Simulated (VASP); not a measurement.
# Tellurium: structure and properties in VASP

Aim: relax Tellurium with r2SCAN, compute its properties on that cell and hold them against experiment. The steps: full relaxation (r2SCAN), second relaxation, single point with fields (r2SCAN), band structure (r2SCAN), density of states (r2SCAN), vibrations at Γ (r2SCAN), bands along the symmetry lines (r2SCAN + SOC) and ionic relaxation at fixed cell (r2SCAN), changed input. The start is a cell from a database of measured crystal structures.

Calculated with VASP 6.6.1; r2SCAN; plane waves and PAW (Te), in the first sound run; inputs show where later runs differ.

Experimental background.

For Te, trigonal (pure bulk crystalline Te in air, 300 K), “Anomalous Raman Modes in Tellurides” (2021, arxiv:2102.11580) gives, by Raman scattering, 632.8 nm: Raman mode (A1) about 120 cm⁻¹.

The database entry behind the starting cell differs from later determinations by our own check (inner coordinate of an old entry), so it need not match the best structure at ambient conditions.

### Step 1. Set-up

Before any relaxation, the start is as follows. Symmetry: P3_121, No. 152, trigonal system. Conventional cell: a = 4.454 Å, b = 4.454 Å, c = 5.924 Å, α = 90.00°, β = 90.00°, γ = 120.00°. Te has 2 Te at 2.86 Å nearest.

### Step 2. Full relaxation (r2SCAN)

The start need not lie at this functional's minimum. ISIF = 3 frees volume, shape and positions, and EDIFFG sets the threshold on forces and stress at which the search stops. r2SCAN adds the kinetic-energy density, costs more than a GGA and is run with LASPH.

INCAR

```
SYSTEM = Te
PREC = Accurate
ENCUT = 400
EDIFF = 1E-06
NELM = 100
ISMEAR = 0
SIGMA = 0.05
LREAL = .FALSE.
ALGO = Normal
METAGGA = R2SCAN
LASPH = .TRUE.
NBANDS = 15
LORBIT = 11
LWAVE = .FALSE.
LCHARG = .FALSE.
KPAR = 2
IBRION = 2
NSW = 60
ISIF = 3
EDIFFG = -0.01
```

POSCAR

```
Te
1.0
    4.4540000000      0.0000000000      0.0000000000
   -2.2270000000      3.8572771485      0.0000000000
    0.0000000000      0.0000000000      5.9240000000
Te
3
Direct
    0.2690000000      0.0000000000      0.3333333333
    0.0000000000      0.2690000000      0.6666666667
    0.7310000000      0.7310000000      0.0000000000
```

KPOINTS

```
Automatic mesh
0
Gamma
5 5 4
0 0 0
```

The projector-augmented-wave data sets are Te (PBE family, release 64).

Launch:

```console
mpirun -np 2 vasp_std
```

What it wrote:

```text
[banner, memory and clock lines left out]
running    2 mpi-ranks, on    1 nodes
 distrk:  each k-point on    1 cores,    2 groups
 distr:  one band on    1 cores,    1 groups

 POSCAR found type information on POSCAR Te
 POSCAR found :  1 types and       3 ions
|                                                                             |
|               ----> ADVICE to this user running VASP <----                  |
|                                                                             |
|     You enforced a specific xc type in the INCAR file but a different       |
|     [... a line on the potential file left out ...]
|     I HOPE YOU KNOW WHAT YOU ARE DOING!                                     |
|                                                                             |

 LDA part: xc-table for (None), standard interpolation
 POSCAR, INCAR and KPOINTS ok, starting setup
 FFT: planning ... GRIDC
 FFT: planning ... GRID_SOFT
 FFT: planning ... GRID
 WAVECAR not read
 entering main loop
       N       E                     dE             d eps       ncg     rms          rms(c)
DAV:   1    -0.469798143918E+01   -0.46980E+01   -0.58276E+03   510   0.806E+02
DAV:   2    -0.753377893878E+02   -0.70640E+02   -0.67750E+02   651   0.132E+02
DAV:   3    -0.792288768335E+02   -0.38911E+01   -0.38720E+01   594   0.353E+01
DAV:   4    -0.792855339326E+02   -0.56657E-01   -0.56649E-01   773   0.511E+00
DAV:   5    -0.792862137061E+02   -0.67977E-03   -0.67977E-03   629   0.481E-01    0.101E+01
DAV:   6    -0.761952282030E+02    0.30910E+01   -0.47267E-01   510   0.503E+00    0.745E+00
DAV:   7    -0.762189149455E+02   -0.23687E-01   -0.90832E-02   650   0.207E+00    0.270E+00
DAV:   8    -0.762159194022E+02    0.29955E-02   -0.15347E-02   573   0.763E-01    0.161E-01
DAV:   9    -0.762160509715E+02   -0.13157E-03   -0.61994E-04   693   0.153E-01    0.107E-01
DAV:  10    -0.762162413446E+02   -0.19037E-03   -0.17098E-04   615   0.993E-02    0.422E-02
DAV:  11    -0.762162695751E+02   -0.28231E-04   -0.49084E-05   622   0.511E-02    0.139E-02
DAV:  12    -0.762162692767E+02    0.29843E-06   -0.39042E-06   664   0.129E-02
   1 F= -.76216269E+02 E0= -.76216269E+02  d E =-.762163E+02
 curvature:   0.00 expect dE= 0.000E+00 dE for cont linesearch  0.000E+00
 trial: gam= 0.00000 g(F)=  0.907E-03 g(S)=  0.169E-01 ort = 0.000E+00 (trialstep = 0.100E+01)
 search vector abs. value=  0.178E-01
 bond charge predicted
       N       E                     dE             d eps       ncg     rms          rms(c)
DAV:   1    -0.762377170952E+02   -0.21448E-01   -0.68606E-01   538   0.376E+00    0.954E-01
DAV:   2    -0.762287227190E+02    0.89944E-02   -0.27890E-02   573   0.999E-01    0.465E-01
DAV:   3    -0.762226757013E+02    0.60470E-02   -0.98985E-03   552   0.477E-01    0.306E-01
DAV:   4    -0.762223467501E+02    0.32895E-03   -0.86778E-04   650   0.158E-01    0.314E-01
DAV:   5    -0.762223309436E+02    0.15807E-04   -0.41725E-05   751   0.458E-02    0.176E-01
DAV:   6    -0.762222991344E+02    0.31809E-04   -0.54377E-05   615   0.444E-02    0.462E-03
DAV:   7    -0.762222980018E+02    0.11326E-05   -0.20960E-06   580   0.103E-02    0.589E-03
DAV:   8    -0.762222982957E+02   -0.29391E-06   -0.12067E-07   290   0.221E-03
   2 F= -.76222298E+02 E0= -.76222298E+02  d E =-.602902E-02
[... from here on, the cycles between the ionic steps are left out ...]
   3 F= -.76222940E+02 E0= -.76222940E+02  d E =-.667050E-02
   4 F= -.76227661E+02 E0= -.76227661E+02  d E =-.472170E-02
   5 F= -.76237223E+02 E0= -.76237223E+02  d E =-.142835E-01
   6 F= -.76232074E+02 E0= -.76232074E+02  d E =-.913462E-02
   7 F= -.76239372E+02 E0= -.76239372E+02  d E =-.164320E-01
   8 F= -.76239172E+02 E0= -.76239172E+02  d E =0.200097E-03
   9 F= -.76240082E+02 E0= -.76240082E+02  d E =-.709986E-03
  10 F= -.76240590E+02 E0= -.76240590E+02  d E =-.508279E-03
 trial-energy change:   -0.000508  1 .order   -0.000502   -0.000694   -0.000311
 step:   2.8922(harm=  3.0833)  dis= 0.00272  next Energy=   -76.240701 (dE=-0.619E-03)
 bond charge predicted
       N       E                     dE             d eps       ncg     rms          rms(c)
DAV:   1    -0.762409296520E+02   -0.33921E-03   -0.35204E-02   524   0.929E-01    0.198E-01
DAV:   2    -0.762407714299E+02    0.15822E-03   -0.13555E-03   608   0.218E-01    0.601E-02
DAV:   3    -0.762407255565E+02    0.45873E-04   -0.11176E-04   636   0.611E-02    0.448E-02
DAV:   4    -0.762407224348E+02    0.31218E-05   -0.77273E-05   580   0.508E-02    0.197E-02
DAV:   5    -0.762407236002E+02   -0.11654E-05   -0.79455E-06   657   0.185E-02    0.817E-03
DAV:   6    -0.762407232241E+02    0.37608E-06   -0.68932E-07   304   0.606E-03
  11 F= -.76240723E+02 E0= -.76240723E+02  d E =-.641413E-03
 curvature:  -2.89 expect dE=-0.176E-04 dE for cont linesearch -0.347E-05
 trial: gam=-0.07460 g(F)=  0.255E-05 g(S)=  0.354E-05 ort = 0.306E-04 (trialstep = 0.194E+01)
 search vector abs. value=  0.586E-05
 reached required accuracy - stopping structural energy minimisation
```

Wall time 11 min (2 MPI ranks of AMD EPYC 7R43, shared host); peak memory 0.31 GiB.

Lines that name or quote the potential files are left out of all logs, and their timing lines are given in words.

Parts of OUTCAR (step 2):

```text
ion  position               nearest neighbor table
   1  0.269  0.000  0.333-   3 2.86   2 2.86   3 3.47   3 3.47   2 3.47   2 3.47
   2  0.000  0.269  0.667-   3 2.86   1 2.86   3 3.47   3 3.47   1 3.47   1 3.47
   3  0.731  0.731  0.000-   1 2.86   2 2.86   1 3.47   2 3.47   2 3.47   1 3.47

  LATTYP: Found a hexagonal cell.
 ALAT       =     4.4540000000
 C/A-ratio  =     1.3300404131

 Subroutine GETGRP returns: Found  6 space group operations
 (whereof  2 operations were pure point group operations)

The static configuration has the point symmetry C_2 .
 The point group associated with its full space group is D_3 .

 Found     17 irreducible k-points:

   k-points           NKPTS =     17   k-points in BZ     NKDIM =     17   number of bands    NBANDS=     15

   dimension x,y,z NGX =    30 NGY =   30 NGZ =   40
   dimension x,y,z NGXF=    60 NGYF=   60 NGZF=   80

   ENCUT  =  400.0 eV  29.40 Ry    5.42 a.u.   7.26  7.26  9.66*2*pi/ulx,y,z

   NELECT =      18.0000    total number of electrons

 k-points in reciprocal lattice and weights: Automatic mesh
   0.00000000  0.00000000  0.00000000       0.010
   0.20000000 -0.00000000  0.00000000       0.060
   0.40000000  0.00000000  0.00000000       0.060
   0.20000000  0.20000000  0.00000000       0.060
   0.40000000  0.20000000  0.00000000       0.060
   0.00000000  0.00000000  0.25000000       0.020
   0.20000000 -0.00000000  0.25000000       0.060
   0.00000000  0.20000000  0.25000000       0.060
   0.40000000  0.00000000  0.25000000       0.060
[...]
0.20000000  0.20000000  0.50000000       0.060
   0.40000000  0.20000000  0.50000000       0.060

 average (electrostatic) potential at core
       1 -94.7448       2 -94.7448       3 -94.7449

 E-fermi :   5.2375

 k-point     1 :       0.0000    0.0000    0.0000
  band No.  band energies     occupation
    ...
      5       2.0103      2.00000
      6       2.0103      2.00000
      7       3.3111      2.00000
      8       3.3111      2.00000
      9       4.3171      2.00000
     10       6.2008      0.00000
     11       6.2008      0.00000
     12       6.7512      0.00000
     13      10.4087      0.00000
     14      10.4087      0.00000
    ...

 k-point     2 :       0.2000   -0.0000    0.0000
  band No.  band energies     occupation
    ...
      5       1.3126      2.00000
      6       1.7520      2.00000
      7       3.5920      2.00000
      8       3.9015      2.00000
      9       4.1403      2.00000
     10       6.1627      0.00000
     11       6.2720      0.00000
     12       6.8524      0.00000
     13       9.7753      0.00000
     14      10.4640      0.00000
    ...

 k-point     3 :       0.4000    0.0000    0.0000
  band No.  band energies     occupation
    ...
      5       0.7060      2.00000
      6       1.4562      2.00000
      7       2.2622      2.00000
      8       3.7729      2.00000
      9       4.0798      2.00000
     10       6.2403      0.00000
     11       6.4036      0.00000
     12       8.4589      0.00000
     13       8.8321      0.00000
     14      11.7936      0.00000
    ...

  Total        0.0041969      0.0041969     -0.0136010      0.0000000     -0.0000000     -0.0000000
  in kB        0.0618553      0.0618553     -0.2004558      0.0000000     -0.0000000     -0.0000000
  external PRESSURE =      -0.0255817 kB  Pullay stress =       0.0000000 kB

  energy-cutoff  :      400.00
  volume of cell :      108.71
      direct lattice vectors                 reciprocal lattice vectors
     4.605310529  0.000000000  0.000000000     0.217140624  0.125366197  0.000000000
    -2.302655265  3.988315911 -0.000000000    -0.000000000  0.250732395 -0.000000000
    -0.000000000 -0.000000000  5.918531183    -0.000000000  0.000000000  0.168960840

 POSITION                                       TOTAL-FORCE (eV/Angst)
 -----------------------------------------------------------------------------------
      1.17308      0.00000      1.97284         0.004198      0.000000      0.000000
      4.01877      1.01592      3.94569        -0.002099      0.003636     -0.000000
      1.71611      2.97240     -0.00000        -0.002099     -0.003636      0.000000
 -----------------------------------------------------------------------------------
    total drift:                                0.000001      0.000001      0.000000

  FREE ENERGIE OF THE ION-ELECTRON SYSTEM (eV)
  ---------------------------------------------------
  free  energy   TOTEN  =       -76.2407232241 eV

  energy  without entropy=      -76.2407232241  energy(sigma->0) =      -76.24072322

 reached required accuracy - stopping structural energy minimisation

 total charge
# of ion       s       p       d       tot
------------------------------------------
    1        1.432   1.849   0.041   3.322
    2        1.432   1.849   0.041   3.322
    3        1.432   1.849   0.041   3.322
--------------------------------------------------
tot          4.296   5.547   0.122   9.965

[... 3 further parts left out ...]
```

CONTCAR:

```
Te
   1.00000000000000
     4.6053105292532557    0.0000000000000001    0.0000000000000000
    -2.3026552646266278    3.9883159106979491   -0.0000000000000000
    -0.0000000000000000   -0.0000000000000000    5.9185311831879295
  Te
     3
Direct
     0.2547234923308604    0.0000000000000000    0.3333333332999970
     0.9999999999999997    0.2547234923308598    0.6666666667000030
     0.7452765076691400    0.7452765076691403    0.0000000000000000
```

The gap is read on the k-mesh alone, so it is an upper bound where the band edges lie off the mesh. The bonds form chains, held to each other by dispersion, which r2SCAN holds only at short range, so the spacing between them may come out too wide. The PAW data sets were made with PBE, which is usual practice but a small mismatch for other functionals. The run keeps the 6 symmetry operations of its start, so it cannot find a distortion of lower symmetry.

Step by step:

```tsv
step	energy less that of the first step (eV)	largest force (eV/Å)	pressure (GPa)	volume (Å³)
1	0.0000	0.0792	0.93	101.78
2	-0.0060	0.2058	-0.40	104.71
3	-0.0067	0.1760	-0.10	104.00
4	-0.0114	0.1474	-0.07	104.53
5	-0.0210	0.0482	0.08	106.13
6	-0.0158	0.2219	0.65	109.36
7	-0.0231	0.0345	0.24	107.21
8	-0.0229	0.0427	-0.39	109.37
9	-0.0238	0.0011	-0.06	108.21
10	-0.0243	0.0022	-0.03	108.50
11	-0.0245	0.0042	0.00	108.71
```

```tsv
conventional cell, symmetrised	before	after	change
a (Å)	4.454	4.605	+3.4 %
b (Å)	4.454	4.605	+3.4 %
c (Å)	5.924	5.919	-0.1 %
volume (Å³/atom)	33.93	36.24	+6.8 %
```

The atoms that moved most (Å, as changes of fractional coordinates times the final cell):

```tsv
atom	dx	dy	dz	length
Te3	0.033	0.057	0.000	0.066
Te1	-0.066	0.000	0.000	0.066
Te2	0.033	-0.057	0.000	0.066
```

Final coordinates:

```cif
data_structure
_symmetry_space_group_name_H-M 'P 1'
_symmetry_Int_Tables_number 1
_cell_length_a 4.6053
_cell_length_b 4.6053
_cell_length_c 5.9185
_cell_angle_alpha 90.000
_cell_angle_beta 90.000
_cell_angle_gamma 120.000
_cell_volume 108.71
loop_
_atom_site_label
_atom_site_type_symbol
_atom_site_fract_x
_atom_site_fract_y
_atom_site_fract_z
_atom_site_occupancy
Te1 Te 0.25472 0.00000 0.33333 1
Te2 Te 0.00000 0.25472 0.66667 1
Te3 Te 0.74528 0.74528 0.00000 1
```

This step gave:

| Item | Value |
| --- | --- |
| electrons | 18 |
| bands | 15 |
| irreducible k-points | 17 |
| symmetry operations | 6 |
| free energy (TOTEN) | -76.2407 eV |
| Fermi energy | 5.237 eV |
| pressure | -0.002558 GPa |
| metallic | no |
| valence top at k | 0.4, 0.2, 0.5 |
| conduction bottom at k | 0, 0, 0.5 |
| least direct gap at k | 0.4, 0.2, 0.5 |
| SCF cycles over all ionic steps | 83 |
| gap on the k-mesh | 0.7853 eV |
| least direct gap on the k-mesh | 0.9360 eV |

It ends with a largest force of 0.004 eV/Å and a pressure of 0.00 GPa. The volume lies +6.8 % from that of the database's start.

### Step 3. Second relaxation

The basis stayed that of the start cell while the cell moved. A rerun from the cell reached resets it; the error of the finite cutoff stays.

INCAR is that of step 2.

POSCAR

```
Te
1.0
    4.6053105293      0.0000000000      0.0000000000
   -2.3026552646      3.9883159107      0.0000000000
    0.0000000000      0.0000000000      5.9185311832
Te
3
Direct
    0.2547234923      0.0000000000      0.3333333333
    1.0000000000      0.2547234923      0.6666666667
    0.7452765077      0.7452765077      0.0000000000
```

KPOINTS is that of step 2.

Launch:

```console
mpirun -np 2 vasp_std
```

What it wrote:

```text
[banner, memory and clock lines left out]
running    2 mpi-ranks, on    1 nodes
 distrk:  each k-point on    1 cores,    2 groups
 distr:  one band on    1 cores,    1 groups

 POSCAR found type information on POSCAR Te
 POSCAR found :  1 types and       3 ions
 [... a notice as in an earlier step ...]

 LDA part: xc-table for (None), standard interpolation
 POSCAR, INCAR and KPOINTS ok, starting setup
 FFT: planning ... GRIDC
 FFT: planning ... GRID_SOFT
 FFT: planning ... GRID
 WAVECAR not read
 entering main loop
       N       E                     dE             d eps       ncg     rms          rms(c)
DAV:   1    -0.297690703439E+01   -0.29769E+01   -0.57022E+03   510   0.796E+02
DAV:   2    -0.750142452638E+02   -0.72037E+02   -0.68312E+02   664   0.131E+02
DAV:   3    -0.792548388378E+02   -0.42406E+01   -0.42256E+01   615   0.365E+01
DAV:   4    -0.793206105889E+02   -0.65772E-01   -0.65764E-01   731   0.544E+00
DAV:   5    -0.793215513436E+02   -0.94075E-03   -0.94075E-03   658   0.570E-01    0.954E+00
DAV:   6    -0.762195885547E+02    0.31020E+01   -0.51595E-01   524   0.515E+00    0.710E+00
DAV:   7    -0.762455893664E+02   -0.26001E-01   -0.11042E-01   671   0.227E+00    0.230E+00
DAV:   8    -0.762416344757E+02    0.39549E-02   -0.17504E-02   573   0.809E-01    0.169E-01
DAV:   9    -0.762417542551E+02   -0.11978E-03   -0.77091E-04   713   0.169E-01    0.105E-01
DAV:  10    -0.762419764053E+02   -0.22215E-03   -0.21025E-04   587   0.109E-01    0.496E-02
DAV:  11    -0.762420106824E+02   -0.34277E-04   -0.67313E-05   629   0.589E-02    0.174E-02
DAV:  12    -0.762420107692E+02   -0.86752E-07   -0.57557E-06   650   0.150E-02
   1 F= -.76242011E+02 E0= -.76242011E+02  d E =-.762420E+02
 curvature:   0.00 expect dE= 0.000E+00 dE for cont linesearch  0.000E+00
 trial: gam= 0.00000 g(F)=  0.281E-05 g(S)=  0.503E-05 ort = 0.000E+00 (trialstep = 0.100E+01)
 search vector abs. value=  0.784E-05
 reached required accuracy - stopping structural energy minimisation
```

The job ended after 2 min (2 MPI ranks; peak memory 0.31 GiB; 3.8 min of CPU time).

From OUTCAR (step 3):

```text
  LATTYP: Found a hexagonal cell.
 ALAT       =     4.6053105293
 C/A-ratio  =     1.2851535517

 Found     17 irreducible k-points:

   ENCUT  =  400.0 eV  29.40 Ry    5.42 a.u.   7.51  7.51  9.65*2*pi/ulx,y,z

   NELECT =      18.0000    total number of electrons

 E-fermi :   5.2375

 k-point     1 :       0.0000    0.0000    0.0000
  band No.  band energies     occupation
    ...
      5       2.0101      2.00000
      6       2.0101      2.00000
      7       3.3111      2.00000
      8       3.3111      2.00000
      9       4.3171      2.00000
     10       6.2007      0.00000
     11       6.2007      0.00000
     12       6.7510      0.00000
     13      10.4087      0.00000
     14      10.4087      0.00000
    ...

 k-point     2 :       0.2000   -0.0000    0.0000
  band No.  band energies     occupation
    ...
      5       1.3125      2.00000
      6       1.7520      2.00000
      7       3.5920      2.00000
      8       3.9015      2.00000
      9       4.1402      2.00000
     10       6.1626      0.00000
     11       6.2719      0.00000
     12       6.8522      0.00000
     13       9.7753      0.00000
     14      10.4639      0.00000
    ...

  Total        0.0103399      0.0103399     -0.0099375      0.0000000      0.0000000     -0.0000000
  in kB        0.1523926      0.1523926     -0.1464627      0.0000000      0.0000000     -0.0000000
  external PRESSURE =       0.0527742 kB  Pullay stress =       0.0000000 kB

  energy-cutoff  :      400.00
  volume of cell :      108.71
      direct lattice vectors                 reciprocal lattice vectors
     4.605310529  0.000000000  0.000000000     0.217140624  0.125366197  0.000000000
    -2.302655265  3.988315911  0.000000000     0.000000000  0.250732395  0.000000000
     0.000000000  0.000000000  5.918531183     0.000000000  0.000000000  0.168960840

 POSITION                                       TOTAL-FORCE (eV/Angst)
 -----------------------------------------------------------------------------------
      1.17308      0.00000      1.97284         0.004406      0.000000      0.000000
     -0.58654      1.01592      3.94569        -0.002203      0.003816     -0.000000
      1.71611      2.97240      0.00000        -0.002203     -0.003816      0.000000
 -----------------------------------------------------------------------------------
    total drift:                                0.000001      0.000001      0.000000

  FREE ENERGIE OF THE ION-ELECTRON SYSTEM (eV)
  ---------------------------------------------------
  free  energy   TOTEN  =       -76.2420107692 eV

  energy  without entropy=      -76.2420107692  energy(sigma->0) =      -76.24201077

 total charge
# of ion       s       p       d       tot
------------------------------------------
    1        1.432   1.849   0.041   3.321
    2        1.432   1.849   0.041   3.321
    3        1.432   1.849   0.041   3.321
--------------------------------------------------
tot          4.296   5.547   0.122   9.964

[... 6 parts as in an earlier step ...]

[... 6 further parts left out ...]
```

CONTCAR:

```
Te
   1.00000000000000
     4.6053105292999996    0.0000000000000000    0.0000000000000000
    -2.3026552645999998    3.9883159106999999    0.0000000000000000
     0.0000000000000000    0.0000000000000000    5.9185311831999998
  Te
     3
Direct
     0.2547234923000019    0.0000000000000000    0.3333333332999970
     0.0000000000000000    0.2547234923000019    0.6666666667000030
     0.7452765076999981    0.7452765076999981    0.0000000000000000
```

Little changed from the start: no atom moved by 0.005 Å and no cell edge by 0.1 %.

This step gave:

```
free energy (TOTEN)             : -76.2420 eV
pressure                        : 0.005277 GPa
SCF cycles over all ionic steps : 12
gap on the k-mesh               : 0.7852 eV
least direct gap on the k-mesh  : 0.9359 eV
```

It ends with a largest force of 0.004 eV/Å and a pressure of 0.01 GPa. The volume moved by under 0.01 %: the run met its threshold at the first step.

(Part 1 of 4 ends here.)

[Lines on the potential files, build, host, timing and source positions are cut from VASP's logs without a mark.]

[Logs are printed without paths, hosts, clocks, repeated set-up lines and the standing remarks that a program may print on its own settings, such as how far it seeks lower states.]

[Hosts, paths, dates, database ids (printed as entryN), source tags and the programs' standing remarks are cut or masked in the printed files.]

[A measured line is paired with the nearest computed mode of its activity, which favours agreement.]
